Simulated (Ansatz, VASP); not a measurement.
# Ta24O53 (amorphous TaO2.21): VASP beside Ansatz, part 3 of 3

Aim: how closely do two programs agree when they are given the same cell, functional and k mesh? Of the first pair: The structure shown is the start of the Ansatz relaxation below; VASP solves that cell, so the two are compared at the walk's first step.

VASP 6.6.1 and Ansatz 0.2.0.

So far. Step 3 (VASP: single point, PBE, start cell, pair 1): The run ends at a pressure of 1.32 GPa, with forces up to 2.3 eV/Å.

### Step 6. VASP: single point, PBE, relaxed cell, pair 2

Level of this step: PBE; plane waves and PAW (Ta_pv, O) (VASP).

The same cell, functional, mesh and smearing now go to VASP, with its own data sets.

The input, INCAR:

```
SYSTEM = Ta24O53
PREC = Accurate
ENCUT = 600
EDIFF = 1E-06
NELM = 120
ISMEAR = -1
SIGMA = 0.1
LREAL = Auto
ALGO = Normal
GGA = PE
NBANDS = 344
LASPH = .TRUE.
LORBIT = 11
LWAVE = .FALSE.
LCHARG = .FALSE.
ISIF = 2
GGA_COMPAT = .FALSE.
EFERMI = MIDGAP
NCORE = 2
```

The input, POSCAR:

```
Ta24O53
1.0
    9.9758400000     -0.1253850000     -0.4370360000
   -0.1253850000     10.2856740000     -0.1400400000
   -0.4370360000     -0.1400400000     10.4121470000
Ta O
24 53
Direct
    0.9965200000      0.6753000000      0.9896900000
    0.2508100000      0.0913600000      0.2811400000
    0.3991300000      0.4734800000      0.7367300000
    0.0665400000      0.6432500000      0.6512400000
    0.9651400000      0.5466600000      0.3152900000
    0.3010300000      0.2001600000      0.8442500000
    0.7924400000      0.4415300000      0.8817600000
    0.6045700000      0.7008200000      0.9276600000
    0.3324300000      0.5913600000      0.0998500000
    0.7876600000      0.9832100000      0.4431600000
    0.6125300000      0.2227800000      0.3042400000
    0.6325900000      0.5282100000      0.4500300000
    0.9120600000      0.9769000000      0.1407700000
    0.4408700000      0.8511300000      0.3583000000
    0.5022800000      0.0252600000      0.0402500000
    0.6469300000      0.9995100000      0.7326700000
    0.5803400000      0.7381500000      0.6292600000
    0.1718800000      0.3500500000      0.5803600000
    0.2909100000      0.3723100000      0.3477100000
    0.9024100000      0.2689800000      0.6840100000
    0.0253400000      0.3016900000      0.0609700000
    0.5165200000      0.3926400000      0.0082600000
    0.3429000000      0.9141300000      0.7023800000
    0.1496400000      0.0313700000      0.5158800000
    0.1612000000      0.2406200000      0.2034200000
    0.9686900000      0.6683300000      0.7985100000
    0.7907400000      0.1511000000      0.3817400000
    0.4620500000      0.3048100000      0.8104300000
    0.8202100000      0.9051800000      0.2778200000
    0.6289900000      0.0526900000      0.9040900000
    0.2738700000      0.9360700000      0.3980000000
    0.4267700000      0.2146300000      0.0196500000
    0.5547500000      0.8435700000      0.0319300000
    0.9511400000      0.3949700000      0.2024700000
    0.6896400000      0.8157500000      0.8069900000
    0.7866900000      0.1090100000      0.6492400000
    0.7057200000      0.8817000000      0.5791900000
    0.7028200000      0.3337500000      0.9848300000
    0.1656900000      0.2508300000      0.9472300000
    0.7537300000      0.3837600000      0.7064700000
    0.4407100000      0.4826200000      0.3695300000
    0.7865000000      0.6237800000      0.9665200000
    0.4121500000      0.8155600000      0.5473400000
    0.2241400000      0.5364700000      0.6619800000
    0.3461000000      0.4843300000      0.9244700000
    0.9864400000      0.4783200000      0.9753400000
    0.9954400000      0.4354400000      0.6358600000
    0.9211100000      0.2753900000      0.8656200000
    0.2259900000      0.4837800000      0.1919100000
    0.2489700000      0.2042900000      0.4596600000
    0.9176000000      0.1476700000      0.0775800000
    0.1792100000      0.7921300000      0.6877500000
    0.9743500000      0.9518100000      0.5043300000
    0.5694500000      0.7134900000      0.4163400000
    0.2234500000      0.0823700000      0.6994300000
    0.1171900000      0.4442800000      0.4093000000
    0.7325800000      0.6182600000      0.5916300000
    0.9335300000      0.8553800000      0.0077300000
    0.3711100000      0.7297400000      0.2284100000
    0.0821200000      0.9873600000      0.2158900000
    0.4526800000      0.7146900000      0.7872100000
    0.6398500000      0.0979900000      0.1586000000
    0.6502700000      0.3428400000      0.4523300000
    0.5814900000      0.9859600000      0.3784500000
    0.5005900000      0.5473900000      0.6055200000
    0.0065100000      0.6608600000      0.4765100000
    0.0329500000      0.1983400000      0.5679300000
    0.5330400000      0.5905100000      0.0742400000
    0.1861600000      0.6790600000      0.0005900000
    0.3800700000      0.9880500000      0.1805600000
    0.5914900000      0.5078300000      0.8543200000
    0.5960000000      0.3567000000      0.1906100000
    0.3523600000      0.0099400000      0.8894400000
    0.9907100000      0.6606800000      0.1821600000
    0.4193100000      0.2138200000      0.3084800000
    0.7814200000      0.5448800000      0.3410700000
    0.4801300000      0.0576000000      0.6640300000
```

The input, KPOINTS:

```
Automatic mesh
0
Gamma
1 1 1
0 0 0
```

Potentials, in the order of the species: Ta_pv and O (PBE family, release 64).

Run with:

```bash
mpirun -np 8 vasp_gam
```

Numbers of over 12 decimals in the logs are rounded to 6 here.

What it wrote:

```text
[... set-up lines as in an earlier step ...]
 entering main loop
       N       E                     dE             d eps       ncg     rms          rms(c)
DAV:   1     0.803332714685E+04    0.80333E+04   -0.39474E+05   696   0.202E+03
DAV:   2     0.346766954751E+02   -0.79987E+04   -0.76965E+04   800   0.572E+02
DAV:   3    -0.863487999443E+03   -0.89816E+03   -0.88821E+03   768   0.182E+02
DAV:   4    -0.892366576061E+03   -0.28879E+02   -0.28654E+02   808   0.335E+01
[...]
DAV:  17    -0.742582487580E+03    0.13124E-06   -0.53639E-05   928   0.178E-02    0.107E-02
DAV:  18    -0.742582487292E+03    0.28856E-06   -0.17191E-05   792   0.964E-03    0.655E-03
DAV:  19    -0.742582487694E+03   -0.40207E-06   -0.61200E-06   696   0.566E-03
   1 F= -.74258249E+03 E0= -.74244312E+03  d E =-.278737E+00
```

Parts of OUTCAR (step 6):

```text
  Total        3.9393839      4.0496839      4.1152586      0.1913797      0.1362082     -0.2619323
  in kB        5.9206354      6.0864091      6.1849635      0.2876311      0.2047120     -0.3936670
  external PRESSURE =       6.0640026 kB  Pullay stress =       0.0000000 kB

  FREE ENERGIE OF THE ION-ELECTRON SYSTEM (eV)
  ---------------------------------------------------
  free  energy   TOTEN  =      -742.5824876937 eV

  energy  without entropy=     -742.3037504209  energy(sigma->0) =     -742.44311906

[... 1 part as in an earlier step ...]

[... 2 further parts left out ...]
[key lines of the parts left out:]
E-fermi :   4.1050
```

The run ends at a pressure of 0.61 GPa, with forces up to 0.24 eV/Å.

### Step 7. Side by side

What differs besides the data sets and the points named for the pairs above, as far as they apply: the data sets hold 630 valence electrons in Ansatz (on its default PAW (the set named soft_2) files) and 582 in VASP; the cutoff is 420 eV in Ansatz and 600 eV in VASP (PREC = Accurate, projectors in real space). Total energies have different zeros and are not compared.

The two programs side by side:

```
              quantity  Ansatz   VASP  difference
        pressure (GPa)   -0.01   0.61       -0.61
gap on the k mesh (eV)   0.456  0.454      +0.002
```

Forces on 7 of the 77 atoms, those with the largest forces and the largest differences (eV/Å; atoms numbered as in POSCAR):

```
atom          Ansatz x, y, z           VASP x, y, z
 Ta7  -0.007, -0.006, -0.007   0.108, 0.140, -0.042
Ta13  -0.038, -0.003, -0.010  -0.231, 0.010, -0.049
Ta16     0.007, 0.004, 0.009  0.158, -0.053, -0.029
 O38     0.004, 0.004, 0.003  -0.046, -0.145, 0.121
 O40   -0.006, 0.004, -0.004  -0.114, 0.023, -0.123
 O57     0.006, 0.005, 0.007    0.131, 0.022, 0.097
 O60     0.029, 0.014, 0.000    0.203, 0.020, 0.080
```

The forces differ by 53 meV/Å r.m.s., where the r.m.s. force is 0.008 eV/Å in Ansatz and 0.055 eV/Å in VASP: the atoms lie near their places of rest in Ansatz, so a percentage would say little (all taken over all components). A gap on the mesh is an upper bound, since the band edges may lie between its points; neither run holds spin-orbit coupling, which can move the band edges of a compound of Ta.

### Step 8. Outcome

- r.m.s. force difference (single point, PBE, start cell, pair 1): 16 % of the r.m.s. force
- r.m.s. force difference (single point, PBE, relaxed cell, pair 2): 53 meV/Å
- difference in pressure (single point, PBE, relaxed cell, pair 2): -0.61 GPa

What this shows: The r.m.s. force difference is 16 % of the r.m.s. force (single point, PBE, start cell, pair 1), beyond the 3 % picked in this series as the mark of a large difference. The data sets hold unlike numbers of valence electrons (630 in Ansatz and 582 in VASP), so part of the differences comes from the potentials. What causes the difference of the single point, PBE, start cell, pair 1 pair stays open here. What causes the difference of the single point, PBE, relaxed cell, pair 2 pair stays open here. How closely two codes agree says nothing of how well the functional describes the real material.

[Lines on the potential files, build, host, timing and source positions are cut from VASP's logs without a mark.]

[Logs are printed without paths, hosts, clocks, repeated set-up lines and the standing remarks that a program may print on its own settings, such as how far it seeks lower states.]

[Hosts, paths, dates, database ids (printed as entryN), source tags and the programs' standing remarks are cut or masked in the printed files.]
